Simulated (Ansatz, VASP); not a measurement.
**Cross-check of Si2W between VASP and Ansatz**

Wanted: the spread between two codes on one cell, functional and k mesh. The cell is taken from a series of VASP runs on this material, whose earlier steps may have relaxed, scaled or displaced it; both programs get it as it stands.

Calculated with Ansatz 0.2.0; plane waves, with VASP 6.6.1 beside it; band structure at PBE with D3(BJ), spin-orbit coupling.

## Step 1: Set-up

The structure is tetragonal, space group I4/mmm (No. 139). The conventional cell has a = 3.191 Å, b = 3.191 Å, c = 7.789 Å, α = 90.00°, β = 90.00°, γ = 90.00°. Nearest to Si lie 5 Si at 2.58 to 2.61 Å and 5 W at 2.60 Å. Nearest to W lie 10 Si at 2.60 Å. Farther neighbours are not listed.

## Step 2: Ansatz: band structure, PBE with D3(BJ), spin-orbit coupling

Ansatz runs on its fully relativistic PAW (standard-fr) files.

A single point gives forces, pressure and levels at one fixed geometry, so differences don't come from the geometry; what else differs is listed under the comparison.

Input file input.yaml:

```yaml
crystal:
  lattice:
    - [-1.5957015018, 1.5957015018, 3.8947253072]
    - [1.5957015018, -1.5957015018, 3.8947253072]
    - [1.5957015018, 1.5957015018, -3.8947253072]
  atoms:
    - { symbol: Si, position: [0.3343069257, 0.3343069257, 0.0] }
    - { symbol: Si, position: [0.6656930743, 0.6656930743, 0.0] }
    - { symbol: W, position: [0.0, 0.0, 0.0] }
hamiltonian:
  xc: pbe
  pseudopotentials: { kind: paw_fr }
  dispersion: d3bj
magnetization:
  noncollinear: true
  spin_orbit: true
kpoints:
  mp_grid: { grid: [8, 8, 8] }
  band_path:
    path:
      - [0.0, 0.0, 0.0]
      - [0.0, 0.0, 0.2]
      - [0.0, 0.0, 0.4]
      - [-0.01119, 0.01119, 0.5]
      - [-0.04476, 0.04476, 0.5]
      - [-0.07834, 0.07834, 0.5]
      - [-0.13941, 0.13941, 0.44452]
      - [-0.22262, 0.22262, 0.36131]
      - [-0.29197, 0.29197, 0.29197]
      - [-0.17518, 0.17518, 0.17518]
      - [-0.05839, 0.05839, 0.05839]
      - [0.06667, 0.06667, -0.06667]
      - [0.26667, 0.26667, -0.26667]
      - [0.46667, 0.46667, -0.46667]
      - [0.44452, 0.55548, -0.44452]
      - [0.36131, 0.63869, -0.36131]
      - [0.29197, 0.70803, -0.29197]
      - [0.17518, 0.62482, -0.17518]
      - [0.05839, 0.54161, -0.05839]
      - [0.03333, 0.46667, 0.03333]
      - [0.13333, 0.36667, 0.13333]
      - [0.23333, 0.26667, 0.23333]
      - [0.31667, 0.31667, 0.16095]
      - [0.41667, 0.41667, 0.02738]
      - [0.5, 0.5, -0.08393]
      - [0.5, 0.5, -0.25036]
      - [0.5, 0.5, -0.41679]
      - [0.03333, 0.03333, 0.46667]
      - [0.13333, 0.13333, 0.36667]
      - [0.25, 0.25, 0.25]
    npoints: 1
scf:
  occupations: { method: gaussian, width: 0.05 }
  n_extra_bands: 14
output:
  forces: true
  stress: true
  eigenvalues: true
```

The run is started by

```
$ ansatz run input.yaml --threads 2 --pin off --max-ram 4608MiB --backend cpu --events-out ev --progress --plain --runs-dir out
```

Numbers of over 12 decimals in the logs are rounded to 6 here.

Output:

```text
scf.n_extra_bands = 14 over 22 filled bands (N_el = 22.0): the run solves 36 bands
Engine: ansatz 0.2.0, aarch64-unknown-linux-gnu
Pseudopotentials: kind: paw_fr
Pseudopotential: Si, paw_fr, valence charge 4, recommended cutoff 420 eV (normal), Si.paw.azcp#standard-fr
Pseudopotential: W, paw_fr, valence charge 14, recommended cutoff 420 eV (normal), W.paw.azcp#standard-fr
Functional definition: PBE
  parameter kappa = 0.804
  parameter beta = 0.066725
  exchange = pbe_x(kappa = kappa, mu = beta*pi^2/3)
  correlation = pbe_c(beta = beta)
non-collinear run that drives no moment, with spin-orbit: no starting moment large enough to seed its density (crystal.atoms[].spin), no starting occupations that ask for one, no magnetisation constraint and no magnetic field, so the semilocal B_xc is pinned to zero
Crystal: 3 atoms, lattice volume = 39.668 Å³
Basis set: ecut = 420 eV, 769 PW (Γ), exchange–correlation on 64×64×64 points (8 copies of the dense FFT grid, shifted against one another)
Bands: 36, of which v1, the nominal top of the filled ones, is band 22 counted from 1 (21 counted from 0)
Symmetry: 16 space group operations + 16 with time reversal
Magnetic group: BNS 139.532 (UNI 1192), of the structure as read, at distance tolerance 3.4e-5 Å
k-points: 59 of 512
Projection manifold: j_resolved (fully-relativistic pseudo-atomic orbitals)
Non-local potential: Si, projectors of the file, l = 0: 2, l = 1: 4, l = 2: 4
Non-local potential: W, projectors of the file, l = 0: 3, l = 1: 4, l = 2: 4, l = 3: 2
PAW form: soft (Blöchl's): semilocal exchange-correlation on the pseudo side does not see the compensation charge
PAW one-centre angular grid: Si, 110 points (default); XC on 64 Gauss nodes
PAW one-centre angular grid: W, 590 points (default); XC on 64 Gauss nodes
Initial density: superposition of atomic densities (chi_scale 0.1, normalization cell, long waves kept (reshape's long-wave potential 0.00 eV rms))
Initial wavefunctions: pseudopotential atomic-orbital guess
Functional: x = pbe(κ = 0.804, μ = 0.219515), c = pbe(β = 0.066725)
SCF iter   1: F=—  HF=-11684.038346 eV  |F-HF|=—  |Δ(HF+E_count)|=         —  Δρ=4.89e-2  dr2=9.13e-1  dr2_m=0.00e0 (ungated)  ethr=3.10e-3  |M|=0.00e0 ∫|m|=0.00e0 μB  |m|>n=0.0e0 m-floor=0.0e0 τ_xc=0.0e0  β_m=0.30  ⟨swp⟩=5.7  Hψ=5391  notcnv=0  defer=46
preconditioner: auto → Kerker (q_TF=auto, 2.473 Å⁻¹)  [metal: Δε(μ)=0.040 eV  Ē_g=10.093 eV  σ=0.050 eV  W_gap=0.40  n_scr=10 (ndim 8)  ℏωp=22.1 eV  f_vac=0.000  D(μ)=0.87/eV (n_scr^D=2)]
spin=Noncollinear: Kerker preconditioning applied to the charge; magnetization (m_x, m_y, m_z) channels mix plain (no charge-response kernel on spin).
SCF iter   2: F=—  HF=-11683.885191 eV  |F-HF|=—  |Δ(HF+E_count)|=   1.53e-1  Δρ=3.49e-2  dr2=3.96e-1  dr2_m=0.00e0 (ungated)  ethr=3.10e-3  |M|=0.00e0 ∫|m|=0.00e0 μB  |m|>n=0.0e0 m-floor=0.0e0 τ_xc=0.0e0  β_m=0.61  ⟨swp⟩=2.0  Hψ=1439  notcnv=0  defer=354
preconditioner: auto → none  [insulator: Δε(μ)=0.099 eV  Ē_g=10.050 eV  σ=0.050 eV  W_gap=0.72  n_scr=10 (ndim 8)  ℏωp=22.1 eV  f_vac=0.000  D(μ)=0.34/eV (n_scr^D=0)  ε∞_Penn≈5.8]
SCF iter   3: F=—  HF=-11683.799897 eV  |F-HF|=—  |Δ(HF+E_count)|=   8.53e-2  Δρ=9.91e-3  dr2=7.41e-2  dr2_m=0.00e0 (ungated)  ethr=1.80e-3  |M|=0.00e0 ∫|m|=0.00e0 μB  |m|>n=0.0e0 m-floor=0.0e0 τ_xc=0.0e0  β_m=0.53  ⟨swp⟩=2.9  Hψ=1573  notcnv=0  defer=428
SCF iter   4: F=—  HF=-11683.784738 eV  |F-HF|=—  |Δ(HF+E_count)|=   1.52e-2  Δρ=1.86e-3  dr2=1.33e-3  dr2_m=0.00e0 (ungated)  ethr=3.37e-4  |M|=0.00e0 ∫|m|=0.00e0 μB  |m|>n=0.0e0 m-floor=0.0e0 τ_xc=0.0e0  β_m=0.59  ⟨swp⟩=2.1  Hψ=1354  notcnv=0  defer=460
SCF iter   5: F=—  HF=-11683.784545 eV  |F-HF|=—  |Δ(HF+E_count)|=   1.93e-4  Δρ=3.91e-4  dr2=5.17e-5  dr2_m=0.00e0 (ungated)  ethr=6.06e-6  |M|=0.00e0 ∫|m|=0.00e0 μB  |m|>n=0.0e0 m-floor=0.0e0 τ_xc=0.0e0  β_m=0.64  ⟨swp⟩=2.1  Hψ=1545  notcnv=0  defer=462
SCF iter   6: F=—  HF=-11683.784521 eV  |F-HF|=—  |Δ(HF+E_count)|=   2.39e-5  Δρ=6.67e-5  dr2=4.94e-7  dr2_m=0.00e0 (ungated)  ethr=2.35e-7  |M|=0.00e0 ∫|m|=0.00e0 μB  |m|>n=0.0e0 m-floor=0.0e0 τ_xc=0.0e0  β_m=0.74  ⟨swp⟩=2.2  Hψ=1517  notcnv=0  defer=462
SCF iter   7: F=-11683.784522 eV  HF=-11683.784522 eV  |F-HF|=6.01e-9  |Δ(HF+E_count)|=   6.18e-7  Δρ=7.07e-6  dr2=1.31e-8  dr2_m=0.00e0 (ungated)  ethr=4.55e-10  |M|=0.00e0 ∫|m|=0.00e0 μB  |m|>n=0.0e0 m-floor=0.0e0 τ_xc=0.0e0  ⟨swp⟩=10.1  Hψ=5467  notcnv=0
SCF 1 converged in 7 iterations: F = -11683.784522 eV  dr2 = 1.31e-8
  greatest PAW one-centre occupation: 0.999 electrons in one spin orbital (limit 2), on the W atom at site 2 (counted from 0), in its partial waves of l = 0
NSCF: frozen V_eff on 30 k-points
SCF converged after 7 iterations
Magnetization: |M| = 0.0000 μB,  M = (+0.0000, +0.0000, +0.0000) μB
Absolute magnetization: 0.0000 μB (∫|m|)
  site 0: m = (+0.0000, +0.0000, +0.0000) μB, |m| = 0.0000 μB  (R = 1.06 Å)
  site 1: m = (+0.0000, +0.0000, +0.0000) μB, |m| = 0.0000 μB  (R = 1.06 Å)
  site 2: m = (+0.0000, +0.0000, +0.0000) μB, |m| = 0.0000 μB  (R = 1.07 Å)
Free energy (F): -11683.784522 eV
Harris-Foulkes:  -11683.784522 eV  (|F-HF|=6.01e-9)
Internal energy: -11683.784171 eV  (E = F + TS)
E sigma→0 (E₀):  -11683.784346 eV
Entropy (-TS):   -0.000351 eV (-0.117 meV/atom)
Fermi energy:    17.073273 eV
--- Per-component energies (eV) ---
  E_band       = -75.665193
  E_kinetic    = 543.499245
  E_local      = -932.734847  (includes V_loc(G=0)·N_el)
  E_nonlocal   = 46.131241
  E_hartree    = 368.286055
  E_xc         = -382.548583
  E_vxc        = -339.702451  (∫ρ·V_xc dr)
  E_paw        = -9609.158157  (= ΣΔE_a)
  E_vpaw       = -129.426457  (= ΣTr[D̂ρ^β])
  E_aug_tail   = -0.000058  (compensation charges beyond the density's cutoff)
  E_ewald      = -1715.507367
  E_disp       = -1.751700  (pairwise vdW)
  E_smearing   = -0.000351  (= −TS)
  E_closure    = 0.000000  (closes the sum)
  Σ components = -11683.784522   (vs F -11683.784522, Δ=0.00e0)
--- Forces (eV/Å), atoms counted from 1 ---
  atom   1  Si    -0.00000000    -0.00000000    -0.00521735
  atom   2  Si     0.00000000    -0.00000000     0.00521735
  atom   3  W     -0.00000000     0.00000000    -0.00000000
  max |Σ_I F_I| component: 1.04e-17 eV/Å
--- Stress (GPa, compression-positive) ---
        0.513122      -0.000000       0.000000
       -0.000000       0.513122       0.000000
        0.000000       0.000000       0.269516
  P = ⅓ Tr σ = 0.4319 GPa (4.319 kbar)
--- Band table (eV; the first three rows and the last of 59) ---
  k-point 0: bands = [... 18 lower, 14.3155, 14.3155, 17.8071, 17.8071, 19.6734, 19.6734, 19.9711, 19.9711, ... 10 higher]
  k-point 1: bands = [... 18 lower, 15.2089, 15.2089, 15.8253, 15.8253, 19.5896, 19.5896, 20.6117, 20.6117, ... 10 higher]
  k-point 2: bands = [... 18 lower, 14.2889, 14.2889, 15.1347, 15.1347, 20.1461, 20.1461, 20.4453, 20.4453, ... 10 higher]
  k-point 58: bands = [... 18 lower, 16.4141, 16.4141, 16.5183, 16.5183, 16.7291, 16.7291, 18.0183, 18.0183, ... 10 higher]
```

Wall time 11 s (2 threads of Arm Neoverse V1, shared host); peak memory 0.49 GiB.

Reading the cycles: dr2 is the Hartree energy of the density residual (eV), the measure of convergence; HF is the Harris–Foulkes estimate of the energy, which meets the free energy F at convergence.

## Step 3: VASP: band structure, PBE with D3(BJ), spin-orbit coupling

The same cell, functional, mesh and smearing now go to VASP, with its own data sets and cutoff.

Lines of VASP's logs that name or quote its potential files are left out, and so is its time.

Input file INCAR:

```
SYSTEM = Si2W
PREC = Accurate
ENCUT = 400
EDIFF = 1E-06
NELM = 100
ISMEAR = 0
SIGMA = 0.05
LREAL = .FALSE.
ALGO = Normal
GGA = PE
IVDW = 12
LNONCOLLINEAR = .TRUE.
MAGMOM = 0 0 0 0 0 0 0 0 0
NBANDS = 26
GGA_COMPAT = .FALSE.
LASPH = .TRUE.
LSORBIT = .TRUE.
LMAXMIX = 4
LORBIT = 11
LWAVE = .FALSE.
LCHARG = .FALSE.
KPAR = 2
```

Input file POSCAR:

```
Si2W
1.0
   -1.5957015018      1.5957015018      3.8947253072
    1.5957015018     -1.5957015018      3.8947253072
    1.5957015018      1.5957015018     -3.8947253072
Si W
2 1
Direct
    0.3343069257      0.3343069257      0.0000000000
    0.6656930743      0.6656930743      0.0000000000
    0.0000000000      0.0000000000      0.0000000000
```

Input file KPOINTS:

```
Automatic mesh
0
Gamma
8 8 8
0 0 0
```

Input file KPOINTS_OPT:

```
Line mode
16
Line-mode
Reciprocal
  0.00000000   0.00000000   0.00000000 GAMMA
  0.00000000   0.00000000   0.50000000 X

  0.00000000   0.00000000   0.50000000 X
 -0.08393047   0.08393047   0.50000000 Y

 -0.08393047   0.08393047   0.50000000 Y
 -0.29196523   0.29196523   0.29196523 S

 -0.29196523   0.29196523   0.29196523 S
  0.00000000   0.00000000   0.00000000 GAMMA

  0.00000000   0.00000000   0.00000000 GAMMA
  0.50000000   0.50000000  -0.50000000 Z

  0.50000000   0.50000000  -0.50000000 Z
  0.29196523   0.70803477  -0.29196523 S1

  0.29196523   0.70803477  -0.29196523 S1
  0.00000000   0.50000000   0.00000000 N

  0.00000000   0.50000000   0.00000000 N
  0.25000000   0.25000000   0.25000000 P

  0.25000000   0.25000000   0.25000000 P
  0.50000000   0.50000000  -0.08393047 Y1

  0.50000000   0.50000000  -0.08393047 Y1
  0.50000000   0.50000000  -0.50000000 Z

  0.00000000   0.00000000   0.50000000 X
  0.25000000   0.25000000   0.25000000 P
```

PAW data sets: Si and W (PBE family, release 64).

The run is started by

```
$ mpirun -np 2 vasp_ncl
```

Output:

```text
[banner, memory and clock lines left out]
running    2 mpi-ranks, on    1 nodes
 distrk:  each k-point on    1 cores,    2 groups
 distr:  one band on    1 cores,    1 groups

 POSCAR found type information on POSCAR SiW
 POSCAR found :  2 types and       3 ions
 LDA part: xc-table for (Slater+PW92), standard interpolation
 POSCAR, INCAR and KPOINTS ok, starting setup
 FFT: planning ... GRIDC
 FFT: planning ... GRID_SOFT
 FFT: planning ... GRID
 WAVECAR not read
 entering main loop
       N       E                     dE             d eps       ncg     rms          rms(c)
DAV:   1     0.240491896557E+02    0.24049E+02   -0.49947E+03  3140   0.764E+02
DAV:   2    -0.234792917334E+02   -0.47528E+02   -0.44220E+02  3822   0.180E+02
DAV:   3    -0.258504887018E+02   -0.23712E+01   -0.23039E+01  4142   0.342E+01
DAV:   4    -0.258877262505E+02   -0.37238E-01   -0.37108E-01  3920   0.464E+00
DAV:   5    -0.258883340516E+02   -0.60780E-03   -0.60729E-03  4018   0.514E-01    0.269E+01
DAV:   6    -0.251592916656E+02    0.72904E+00   -0.18407E+00  4288   0.914E+00    0.111E+01
DAV:   7    -0.250532167588E+02    0.10607E+00   -0.20728E-01  3466   0.336E+00    0.605E+00
DAV:   8    -0.250307351830E+02    0.22482E-01   -0.28050E-02  3858   0.117E+00    0.135E+00
DAV:   9    -0.250302454060E+02    0.48978E-03   -0.18137E-03  4126   0.320E-01    0.366E-01
DAV:  10    -0.250301009182E+02    0.14449E-03   -0.53474E-04  3642   0.159E-01    0.185E-01
DAV:  11    -0.250301161873E+02   -0.15269E-04   -0.99508E-05  3570   0.691E-02    0.366E-02
DAV:  12    -0.250301087837E+02    0.74035E-05   -0.82094E-06  3522   0.208E-02    0.120E-02
DAV:  13    -0.250301088544E+02   -0.70640E-07   -0.99514E-07  2546   0.649E-03
   1 F= -.26781331E+02 E0= -.26781155E+02  d E =-.351105E-03  mag=    -0.0000     0.0000     0.0000
 Start KPOINTS_OPT (optional k-point list driver)
k-point batch [1-59\176]
       N       E                     dE             ncg
DAV:   1     0.741963348264E+04   -0.15460E+05     3100
DAV:   2     0.463297325038E+04   -0.27867E+04     3802
DAV:   3     0.449833239656E+04   -0.13464E+03     4042
DAV:   4     0.449639426925E+04   -0.19381E+01     3818
DAV:   5     0.449636298276E+04   -0.31286E-01     4170
DAV:   6     0.449636256656E+04   -0.41620E-03     3886
DAV:   7     0.449636255756E+04   -0.90013E-05     3814
DAV:   8     0.449636255740E+04   -0.16222E-06     2886
[...]
k-point batch [119-176\176]
       N       E                     dE             ncg
DAV:   1     0.757788965813E+04   -0.21012E+05     3080
DAV:   2     0.499178639167E+04   -0.25861E+04     3700
DAV:   3     0.487584188469E+04   -0.11594E+03     4080
DAV:   4     0.487428777896E+04   -0.15541E+01     3652
DAV:   5     0.487426166735E+04   -0.26112E-01     3760
DAV:   6     0.487426104762E+04   -0.61972E-03     3730
DAV:   7     0.487426103633E+04   -0.11289E-04     3372
DAV:   8     0.487426103582E+04   -0.51187E-06     2698
```

[end of part 1 of 2]

[Lines on the potential files, build, host, timing and source positions are cut from VASP's logs without a mark.]

[Logs are printed without paths, hosts, clocks, repeated set-up lines and the standing remarks that a program may print on its own settings, such as how far it seeks lower states.]

[Hosts, paths, dates, database ids (printed as entryN), source tags and the programs' standing remarks are cut or masked in the printed files.]
